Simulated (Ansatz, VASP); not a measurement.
# Cross-check of CdIBr (1T-CdBrI monolayer) between VASP and Ansatz

Aim: how closely do two programs agree when they are given the same cell, functional and k mesh? The structure shown is the start of the Ansatz relaxation below; VASP solves that cell, so the two are compared at the walk's first step.

Main program and level: Ansatz 0.2.0; plane waves, with VASP 6.6.1 beside it; single point at PBE with D3(BJ).

## (1) The structure

The cell holds 3 atoms: 1 I, 1 Cd and 1 Br. Its edges and angles: a = 4.200 Å, b = 4.200 Å, c = 35.560 Å, α = 90.0°, β = 90.0°, γ = 120.0°. Vacuum lies along c.

## (2) Ansatz: relaxation, PBE with D3(BJ)

Ansatz runs on its default PAW (the set named soft_2) files.

The two programs are compared at the cell with which this relaxation starts, whose forces are those of its first step.

Input file input.yaml:

```yaml
crystal:
  lattice:
    - [4.2, 0.0, 0.0]
    - [-2.1, 3.6373066959, 0.0]
    - [0.0, 0.0, 35.5597564834]
  atoms:
    - { symbol: I, position: [0.6666666667, 0.3333333333, 0.4682259286] }
    - { symbol: Cd, position: [0.0, 0.0, 0.5063438639] }
    - { symbol: Br, position: [0.3333333333, 0.6666666667, 0.5317740714] }
  periodic: [true, true, false]
kpoints:
  mp_grid: { grid: [12, 12, 1] }
hamiltonian:
  xc: pbe
  dispersion: d3bj
scf:
  occupations: { method: fermi_dirac, width: 0.05 }
  convergence: { dr2_threshold: 1.0e-09 }
relax:
  f_tol: 0.004
  max_steps: 90
  cell: {}
output:
  write_potential: true
  write_density: true
  volumetric_format: npy
```

Started as:

```bash
$ ansatz run input.yaml --threads 2 --pin off --max-ram 3072MiB --backend cpu --events-out ev --progress --plain --runs-dir out
```

Numbers of over 12 decimals in the logs are rounded to 6 here.

The log of the run:

```text
Warning: relax.cell: scf.convergence.dr2_threshold = 1e-9 eV is looser than the 1.99598635062e-10 eV advised for a relaxation that steers and ends on the stress (1e-10 eV for each atom of the cell: 3, times the square of relax.cell.stress_2d_tol = 0.05 N/m over 12.3 Å (the atoms' height at the walk's start and 5 Å past either face), 4.078e-2 GPa, over a crystal's default 0.05). What an SCF threshold leaves in a stress goes as its square root, and in the free energy as the threshold itself, and one threshold admits the most on a small cell: [figures from the program's tests cut] Set scf.convergence.dr2_threshold to 1.99598635062e-10 eV or tighter. [rest of the remark cut]
Engine: ansatz 0.2.0, x86_64-unknown-linux-gnu
Pseudopotentials: kind: paw
Pseudopotential: I, paw, valence charge 17, recommended cutoff 420 eV (normal), I.paw.azcp
Pseudopotential: Cd, paw, valence charge 20, recommended cutoff 420 eV (normal), Cd.paw.azcp
Pseudopotential: Br, paw, valence charge 7, recommended cutoff 420 eV (normal), Br.paw.azcp
Functional definition: PBE
  parameter kappa = 0.804
  parameter beta = 0.066725
  exchange = pbe_x(kappa = kappa, mu = beta*pi^2/3)
  correlation = pbe_c(beta = beta)
Crystal: 3 atoms, lattice volume = 543.235 Å³
Basis set: ecut = 420 eV, 10433 PW (Γ), exchange–correlation on 60×60×480 points (8 copies of the dense FFT grid, shifted against one another)
Bands: 27, of which v1, the nominal top of the filled ones, is band 22 counted from 1 (21 counted from 0)
Symmetry: 6 space group operations
Space group: P3m1 (ITA 156), of the structure as read, at distance tolerance 8.2e-5 Å
k-points: 19 of 144 (time reversal used)
Non-local potential: I, projectors of the file, l = 0: 2, l = 1: 2, l = 2: 2, l = 3: 2
Non-local potential: Cd, projectors of the file, l = 0: 3, l = 1: 2, l = 2: 2, l = 3: 1
Non-local potential: Br, projectors of the file, l = 0: 2, l = 1: 2, l = 2: 2
PAW form: soft (Blöchl's): semilocal exchange-correlation on the pseudo side does not see the compensation charge
PAW one-centre angular grid: I, 590 points (default); XC on 64 Gauss nodes
PAW one-centre angular grid: Cd, 590 points (default); XC on 64 Gauss nodes
PAW one-centre angular grid: Br, 110 points (default); XC on 64 Gauss nodes
Initial density: superposition of atomic densities (neutral atoms: chi_scale 0, normalization atom), corrected by the library's trained network
Initial wavefunctions: pseudopotential atomic-orbital guess
Functional: x = pbe(κ = 0.804, μ = 0.219515), c = pbe(β = 0.066725)
SCF iter   1: F=—  HF=-18551.870327 eV  |F-HF|=—  |Δ(HF+E_count)|=         —  Δρ=7.50e-4  dr2=1.13e-2  ethr=1.77e-3  ⟨swp⟩=18.1  Hψ=4470  notcnv=0
preconditioner: auto → Resta (q_TF=auto, 1.795 Å⁻¹)  ε∞=1.5  [insulator: Δε(μ)=2.703 eV  Ē_g=12.108 eV  σ=0.050 eV  W_gap=1.00  n_scr=50 (ndim 8)  ℏωp=8.1 eV  f_vac=0.825  D(μ)=0.00/eV (n_scr^D=0)  ε∞_Penn≈1.5  vacuum switching on, ρ_ref=1.1e-2 e/Å³]
SCF iter   2: F=—  HF=-18551.872056 eV  |F-HF|=—  |Δ(HF+E_count)|=   1.73e-3  Δρ=4.99e-4  dr2=5.90e-3  ethr=2.56e-5  ⟨swp⟩=4.1  Hψ=1525  notcnv=0  defer=19
SCF iter   3: F=—  HF=-18551.871212 eV  |F-HF|=—  |Δ(HF+E_count)|=   8.45e-4  Δρ=2.18e-4  dr2=4.76e-4  ethr=1.34e-5  ⟨swp⟩=3.7  Hψ=988  notcnv=0  defer=18
SCF iter   4: F=—  HF=-18551.871450 eV  |F-HF|=—  |Δ(HF+E_count)|=   2.39e-4  Δρ=8.68e-5  dr2=4.11e-5  ethr=1.08e-6  ⟨swp⟩=3.7  Hψ=1159  notcnv=0  defer=18
SCF iter   5: F=—  HF=-18551.871498 eV  |F-HF|=—  |Δ(HF+E_count)|=   4.76e-5  Δρ=2.58e-5  dr2=4.46e-6  ethr=9.33e-8  ⟨swp⟩=3.4  Hψ=1161  notcnv=0  defer=18
SCF iter   6: F=—  HF=-18551.871365 eV  |F-HF|=—  |Δ(HF+E_count)|=   1.33e-4  Δρ=8.57e-6  dr2=4.36e-7  ethr=1.01e-8  ⟨swp⟩=2.8  Hψ=881  notcnv=0  defer=18
SCF iter   7: F=—  HF=-18551.871365 eV  |F-HF|=—  |Δ(HF+E_count)|=   1.68e-7  Δρ=2.88e-6  dr2=2.89e-8  ethr=9.92e-10  ⟨swp⟩=2.9  Hψ=968  notcnv=0  defer=18
SCF iter   8: F=—  HF=-18551.871365 eV  |F-HF|=—  |Δ(HF+E_count)|=   1.38e-7  Δρ=5.82e-7  dr2=1.51e-9  ethr=6.56e-11  ⟨swp⟩=3.4  Hψ=1117  notcnv=0  defer=18
SCF iter   9: F=-18551.871365 eV  HF=-18551.871365 eV  |F-HF|=1.74e-9  |Δ(HF+E_count)|=   6.49e-9  Δρ=1.60e-7  dr2=8.80e-11  ethr=2.27e-12  ⟨swp⟩=12.5  Hψ=3944  notcnv=0
SCF 1 converged in 9 iterations: F = -18551.871365 eV  dr2 = 8.80e-11
  greatest PAW one-centre occupation: 1.000 electrons in one spin orbital (limit 2), on the Cd atom at site 1 (counted from 0), in its partial waves of l = 0
[...]
SCF iter   2: F=—  HF=-18553.380612 eV  |F-HF|=—  |Δ(HF+E_count)|=   3.73e-5  Δρ=9.14e-5  dr2=1.08e-4  ethr=5.32e-7  ⟨swp⟩=2.0  Hψ=620  notcnv=0
SCF iter   3: F=—  HF=-18553.380596 eV  |F-HF|=—  |Δ(HF+E_count)|=   1.62e-5  Δρ=4.87e-5  dr2=3.58e-5  ethr=2.45e-7  ⟨swp⟩=2.5  Hψ=626  notcnv=0
SCF iter   4: F=—  HF=-18553.380583 eV  |F-HF|=—  |Δ(HF+E_count)|=   1.28e-5  Δρ=2.05e-5  dr2=2.56e-6  ethr=8.13e-8  ⟨swp⟩=2.4  Hψ=717  notcnv=0
SCF iter   5: F=—  HF=-18553.380460 eV  |F-HF|=—  |Δ(HF+E_count)|=   1.23e-4  Δρ=7.61e-6  dr2=1.82e-7  ethr=5.82e-9  ⟨swp⟩=3.1  Hψ=839  notcnv=0
SCF iter   6: F=—  HF=-18553.380460 eV  |F-HF|=—  |Δ(HF+E_count)|=   1.26e-7  Δρ=1.20e-6  dr2=7.57e-9  ethr=4.14e-10  ⟨swp⟩=2.9  Hψ=920  notcnv=0
SCF iter   7: F=-18553.380460 eV  HF=-18553.380460 eV  |F-HF|=1.08e-9  |Δ(HF+E_count)|=   6.58e-9  Δρ=3.12e-7  dr2=3.15e-10  ethr=2.27e-12  ⟨swp⟩=11.6  Hψ=3837  notcnv=0
SCF 7 converged in 7 iterations: F = -18553.380460 eV  dr2 = 3.15e-10
relax step   7: F+E_penalty+E_count = -18553.38046006 eV  Δ(F+E_penalty+E_count) = -1.492e-3 eV  max|allowed force component| = 1.956e-2 eV/Å  Δτ_max = 0.0119 Å  P = -0.003 N/m  Ω = 526.823 Å³  energy of the carried Pulay correction = +5.931e-4 eV  fix = [c, alpha, beta]  reactions: c -0.000 N/m  (7 SCF iters, accepted)
[...]
relax step   8: F+E_penalty+E_count = -18553.38058635 eV  Δ(F+E_penalty+E_count) = -1.263e-4 eV  max|allowed force component| = 1.838e-3 eV/Å  Δτ_max = 0.0049 Å  P = -0.004 N/m  Ω = 525.924 Å³  energy of the carried Pulay correction = +6.264e-4 eV  fix = [c, alpha, beta]  reactions: c -0.000 N/m  (6 SCF iters, accepted)
[...]
relax step   9: F+E_penalty+E_count = -18553.38001264 eV  Δ(F+E_penalty+E_count) = +5.737e-4 eV  max|allowed force component| = 1.897e-3 eV/Å  Δτ_max = 0.0000 Å  P = -0.005 N/m  Ω = 525.924 Å³  fix = [c, alpha, beta]  reactions: c -0.000 N/m  stress off target by 5.43e-3 N/m on what of the cell is left free  SCF on the basis re-selected at this cell (its energy is not comparable with the rows above)  (6 SCF iters)
basis re-selected at this cell: Δ(F+E_penalty+E_count) = +5.737e-4 eV, ΔP = -0.002 N/m vs the last step (what re-selecting the basis moved, of the pressure what is left beyond the Pulay correction that the steps carried, after the strain that the cell walked since its last selection, with what the two solves' SCF thresholds leave and, on support functions, any second-order correction that the steps lacked; it is no m [...]
SCF converged after 6 iterations
an eigenvalue changed by more than its tolerance at an iteration that met the thresholds in force, so the SCF went on 1 time: the last check found none over its tolerance
Free energy (F): -18553.380013 eV
Harris-Foulkes:  -18553.380013 eV  (|F-HF|=4.47e-10)
Internal energy: -18553.380013 eV  (E = F + TS)
E sigma→0 (E₀):  -18553.380013 eV
Fermi energy:    -5.012857 eV
--- Per-component energies (eV) ---
  E_band       = -1441.984769
  E_kinetic    = 826.005941
  E_local      = -93638.148830  (includes V_loc(G=0)·N_el)
  E_nonlocal   = 14.141065
  E_hartree    = 46389.197624
  E_xc         = -567.995933
  E_vxc        = -452.054372  (∫ρ·V_xc dr)
  E_paw        = -11147.479079  (= ΣΔE_a)
  E_vpaw       = -970.323438  (= ΣTr[D̂ρ^β])
  E_aug_tail   = 0.000028  (compensation charges beyond the density's cutoff)
  E_ewald      = 39571.577277
  E_disp       = -0.678104  (pairwise vdW)
  E_smearing   = -0.000000  (= −TS)
  E_closure    = -0.000000  (closes the sum)
  Σ components = -18553.380013   (vs F -18553.380013, Δ=0.00e0)
--- Forces (eV/Å), atoms counted from 1 ---
  atom   1  I      0.00000000     0.00000000    -0.00189733
  atom   2  Cd    -0.00000000     0.00000000     0.00102323
  atom   3  Br     0.00000000    -0.00000000     0.00087458
  max |Σ_I F_I| component: 4.81e-7 eV/Å
--- 2D stress c σ (N/m, compression-positive) ---
       -0.005427       0.000000      -0.000000
        0.000000      -0.005427      -0.000000
       -0.000000      -0.000000      -0.000000
  P = ½ c Tr σ = -0.0054 N/m
--- Band table (eV; the first three rows and the last of 19) ---
  k-point 0: bands = [... 18 lower, -7.4538, -7.4538, -6.3154, -6.3154, -3.7359, -1.6774 (-1.6774°), -0.4957 (-0.4971°), -0.1601, ... 1 higher]
  k-point 1: bands = [... 18 lower, -7.5136, -7.5012, -6.5923, -6.3558, -3.5327, -1.3950 (-1.3950°), -0.4786 (-0.4794°), -0.1774, ... 1 higher]
  k-point 2: bands = [... 18 lower, -7.6315, -7.4484, -7.1720, -6.4558, -3.1630, -1.0705 (-1.0705°), -0.4234 (-0.4236°), -0.0463, ... 1 higher]
  k-point 18: bands = [... 18 lower, -8.8855, -8.6235, -7.4002, -7.0770, -3.0867, -0.2736, 0.2451, 1.3411, ... 1 higher]
  ° read free of the cell's end (the report's vacuum.weakly_bound_levels)
--- Relaxed structure (8 steps of the walk, 8 accepted, 1 SCFs on fresh bases) ---
  F+E_penalty+E_count = -18553.38001264 eV   max|allowed force component| = 1.897e-3 eV/Å   (the final SCF, on the basis selected at the relaxed cell)
  cell:  # Å, volume = 525.9239 Å³
    - [4.132537, -2.496633116474621e-18, 0]
    - [-2.066268, 3.578882, 0]
    - [0, 0, 35.5597564834]
  atoms:
    - { symbol: I, position: [0.666667, 0.333333, 0.454409] }
    - { symbol: Cd, position: [-1.7690390299420317e-18, 0, 0.504462] }
    - { symbol: Br, position: [0.333333, 0.666667, 0.547473] }
```

## (3) VASP: single point, PBE with D3(BJ), start cell

The same cell, functional, mesh and smearing now go to VASP, with its own data sets.

Lines of VASP's logs that name or quote its potential files are left out, and so is its time.

Input file INCAR:

```
SYSTEM = CdIBr
PREC = Accurate
ENCUT = 400
EDIFF = 1E-06
NELM = 120
ISMEAR = -1
SIGMA = 0.05
LREAL = .FALSE.
ALGO = Normal
GGA = PE
IVDW = 12
NBANDS = 19
LORBIT = 11
LWAVE = .FALSE.
LCHARG = .FALSE.
ISIF = 2
LDIPOL = .TRUE.
IDIPOL = 3
DIPOL = 0.5 0.5 0.502
LVHAR = .TRUE.
LASPH = .TRUE.
GGA_COMPAT = .FALSE.
EFERMI = MIDGAP
NELMDL = -8
KPAR = 2
```

Input file POSCAR:

```
CdIBr
1.0
    4.2000000000      0.0000000000      0.0000000000
   -2.1000000000      3.6373070000      0.0000000000
    0.0000000000      0.0000000000     35.5597560000
I Cd Br
1 1 1
Direct
    0.6666667125      0.3333334250      0.4682259350
    0.0000000000      0.0000000000      0.5063438568
    0.3333332875      0.6666665750      0.5317740650
```

Input file KPOINTS:

```
Automatic mesh
0
Gamma
12 12 1
0 0 0
```

PAW data sets: I, Cd and Br (PBE family, release 64).

Started as:

```bash
$ mpirun -np 2 vasp_std
```

The log of the run:

```text
[banner, memory and clock lines left out]
running    2 mpi-ranks, on    1 nodes
 distrk:  each k-point on    1 cores,    2 groups
 distr:  one band on    1 cores,    1 groups

 POSCAR found type information on POSCAR I CdBr
 POSCAR found :  3 types and       3 ions
 LDA part: xc-table for (Slater+PW92), standard interpolation
 POSCAR, INCAR and KPOINTS ok, starting setup
 FFT: planning ... GRIDC
 FFT: planning ... GRID_SOFT
 FFT: planning ... GRID
 WAVECAR not read
 entering main loop
       N       E                     dE             d eps       ncg     rms          rms(c)
DAV:   1     0.229718728344E+03    0.22972E+03   -0.67307E+03   722   0.749E+02
DAV:   2     0.244590367521E+02   -0.20526E+03   -0.19772E+03  1074   0.182E+02
DAV:   3    -0.408018120055E+01   -0.28539E+02   -0.28460E+02   828   0.900E+01
DAV:   4    -0.488639859057E+01   -0.80622E+00   -0.80588E+00  1077   0.157E+01
DAV:   5    -0.489152971901E+01   -0.51311E-02   -0.51310E-02   980   0.112E+00
DAV:   6    -0.489158722687E+01   -0.57508E-04   -0.57508E-04  1143   0.102E-01
DAV:   7    -0.489158767200E+01   -0.44513E-06   -0.44507E-06   986   0.752E-03
DAV:   8    -0.489158767630E+01   -0.43037E-08   -0.42097E-08   805   0.804E-04    0.123E+01
DAV:   9    -0.450373175227E+01    0.38786E+00   -0.77724E-01   954   0.111E+01    0.907E+00
DAV:  10    -0.449701880466E+01    0.67129E-02   -0.87210E-01   924   0.668E+00    0.112E+00
DAV:  11    -0.445902249545E+01    0.37996E-01   -0.22030E-01   814   0.528E+00    0.106E+00
DAV:  12    -0.445935283428E+01   -0.33034E-03   -0.10732E-02   986   0.691E-01    0.732E-01
DAV:  13    -0.445984053716E+01   -0.48770E-03   -0.32891E-03   843   0.766E-01    0.459E-01
DAV:  14    -0.445923603753E+01    0.60450E-03   -0.16059E-03   860   0.309E-01    0.218E-01
[...]
DAV:  18    -0.445957780910E+01   -0.92865E-04   -0.16912E-05   904   0.218E-02    0.191E-02
DAV:  19    -0.445963201492E+01   -0.54206E-04   -0.66349E-06   834   0.123E-02    0.123E-02
DAV:  20    -0.445968388578E+01   -0.51871E-04   -0.14551E-05   888   0.242E-02    0.650E-03
DAV:  21    -0.445969307981E+01   -0.91940E-05   -0.95243E-07   848   0.614E-03    0.502E-03
DAV:  22    -0.445969717728E+01   -0.40975E-05   -0.23102E-07   791   0.445E-03    0.322E-03
DAV:  23    -0.445970026741E+01   -0.30901E-05   -0.13132E-07   811   0.179E-03    0.159E-03
DAV:  24    -0.445970336155E+01   -0.30941E-05   -0.19655E-07   777   0.378E-03    0.155E-03
DAV:  25    -0.445970398893E+01   -0.62738E-06   -0.23573E-08   816   0.153E-03
   1 F= -.51801175E+01 E0= -.51801175E+01  d E =-.386863E-12
```

Parts of OUTCAR (step 3):

```text
ion  position               nearest neighbor table
   1  0.667  0.333  0.468-   2 2.78   2 2.78   2 2.78
   2  0.000  0.000  0.506-   3 2.59   3 2.59   3 2.59   1 2.78   1 2.78   1 2.78
   3  0.333  0.667  0.532-   2 2.59   2 2.59   2 2.59

  LATTYP: Found a hexagonal cell.
 ALAT       =     4.2000000000
 C/A-ratio  =     8.4666085714

 Subroutine GETGRP returns: Found  6 space group operations
 (whereof  6 operations were pure point group operations)

The static configuration has the point symmetry C_3v.

 Found     19 irreducible k-points:

   k-points           NKPTS =     19   k-points in BZ     NKDIM =     19   number of bands    NBANDS=     19

   dimension x,y,z NGX =    28 NGY =   28 NGZ =  240
   dimension x,y,z NGXF=    56 NGYF=   56 NGZF=  480

   ENCUT  =  400.0 eV  29.40 Ry    5.42 a.u.   6.85  6.85 57.99*2*pi/ulx,y,z

   NELECT =      26.0000    total number of electrons

 k-points in reciprocal lattice and weights: Automatic mesh
   0.00000000  0.00000000  0.00000000       0.007
   0.08333333 -0.00000000  0.00000000       0.042
   0.16666667 -0.00000000  0.00000000       0.042
   0.25000000 -0.00000000  0.00000000       0.042
   0.33333333 -0.00000000  0.00000000       0.042
   0.41666667 -0.00000000  0.00000000       0.042
   0.50000000 -0.00000000  0.00000000       0.021
   0.08333333  0.08333333  0.00000000       0.042
   0.16666667  0.08333333  0.00000000       0.083
[...]
0.33333333  0.25000000  0.00000000       0.083
   0.33333333  0.33333333  0.00000000       0.014

 dipolmoment           0.000000      0.000000     -0.031038 electrons x Angstroem

 average (electrostatic) potential at core
       1 -99.5441       2 -45.8027       3 -69.9205

 E-fermi :  -3.4422

 k-point     1 :       0.0000    0.0000    0.0000
  band No.  band energies     occupation
    ...
      9      -6.6426      2.00000
     10      -6.6426      2.00000
     11      -5.8068      2.00000
     12      -5.2388      2.00000
     13      -5.2388      2.00000
     14      -2.0780      0.00000
     15      -0.1415      0.00000
     16       0.7345      0.00000
     17       1.1372      0.00000
     18       1.1745      0.00000
    ...

 k-point     2 :       0.0833   -0.0000    0.0000
  band No.  band energies     occupation
    ...
      9      -6.9581      2.00000
     10      -6.7950      2.00000
     11      -5.7767      2.00000
     12      -5.2759      2.00000
     13      -5.1737      2.00000
     14      -1.8264      0.00000
     15       0.0048      0.00000
     16       0.6926      0.00000
     17       0.9602      0.00000
     18       1.3087      0.00000
    ...

 k-point     3 :       0.1667   -0.0000    0.0000
  band No.  band energies     occupation
    ...
      9      -7.4777      2.00000
     10      -7.1491      2.00000
     11      -5.8712      2.00000
     12      -5.2935      2.00000
     13      -5.0544      2.00000
     14      -1.3498      0.00000
     15       0.0184      0.00000
     16       0.9415      0.00000
     17       1.0777      0.00000
     18       1.5526      0.00000
    ...

 Edisp (eV)   -0.72041

  Total       8.67264     8.67264     7.29687     0.00000    -0.00000    -0.00000
  in kB      25.57844    25.57844    21.52083     0.00000    -0.00000    -0.00000
  external pressure =       24.23 kB  Pullay stress =        0.00 kB

  energy-cutoff  :      400.00
  volume of cell :      543.24
      direct lattice vectors                 reciprocal lattice vectors
     4.200000000  0.000000000  0.000000000     0.238095238  0.137464338  0.000000000
    -2.100000000  3.637307000  0.000000000     0.000000000  0.274928677  0.000000000
     0.000000000  0.000000000 35.559756000     0.000000000  0.000000000  0.028121678

 POSITION                                       TOTAL-FORCE (eV/Angst)
 -----------------------------------------------------------------------------------
      2.10000      1.21244     16.65000         0.000000     -0.000000     -3.225975
      0.00000      0.00000     18.00546        -0.000000     -0.000000     -0.175707
     -0.00000      2.42487     18.90976        -0.000000      0.000000      3.401682
 -----------------------------------------------------------------------------------
    total drift:                               -0.000001      0.000031     -0.000710

  FREE ENERGIE OF THE ION-ELECTRON SYSTEM (eV)
  ---------------------------------------------------
  free  energy   TOTEN  =        -5.1801174694 eV

  energy  without entropy=       -5.1801174694  energy(sigma->0) =       -5.18011747

 vacuum level on the upper side and lower side of the slab         1.177         1.545

 total charge
# of ion       s       p       d       tot
------------------------------------------
    1        1.517   2.861   0.028   4.407
    2        0.409   0.354   9.608  10.371
    3        1.625   3.306   0.032   4.963
--------------------------------------------------
tot          3.551   6.521   9.668  19.740

[... 3 further parts left out ...]
```

## (4) Differences

Known differences besides the potentials themselves: Ansatz cuts the interaction across the vacuum, VASP repeats the sheet with a dipole correction; the data sets hold 44 valence electrons in Ansatz (on its default PAW (the set named soft_2) files) and 26 in VASP; the cutoff is 420 eV in Ansatz and 400 eV in VASP. Total energies have different zeros and are not compared.

Forces (eV/Å; atoms numbered as in POSCAR):

| atom | Ansatz x, y, z | VASP x, y, z |
| --- | --- | --- |
| I1 | 0.000, 0.000, -3.181 | 0.000, 0.000, -3.226 |
| Cd2 | 0.000, 0.000, -0.163 | 0.000, 0.000, -0.176 |
| Br3 | 0.000, 0.000, 3.343 | 0.000, 0.000, 3.402 |

The forces differ by 25 meV/Å r.m.s., which is 1.6 % of the r.m.s. force of 1.564 eV/Å (both taken over all components). With vacuum in the cell, a pressure given here is an average over mostly empty space and none of the material.

## (5) Summary of results

| Property | Result |
| --- | --- |
| r.m.s. force difference (single point, PBE with D3(BJ), start cell) | 1.6 % of the r.m.s. force |

The r.m.s. force difference is 1.6 % of the r.m.s. force (single point, PBE with D3(BJ), start cell), within the 3 % picked in this series as the mark of a large difference. The data sets hold unlike numbers of valence electrons (44 in Ansatz and 26 in VASP), so part of the differences comes from the potentials. How closely two codes agree says nothing of how well the functional describes the real material.

[Lines on the potential files, build, host, timing and source positions are cut from VASP's logs without a mark.]

[Logs are printed without paths, hosts, clocks, repeated set-up lines and the standing remarks that a program may print on its own settings, such as how far it seeks lower states.]

[Hosts, paths, dates, database ids (printed as entryN), source tags and the programs' standing remarks are cut or masked in the printed files.]
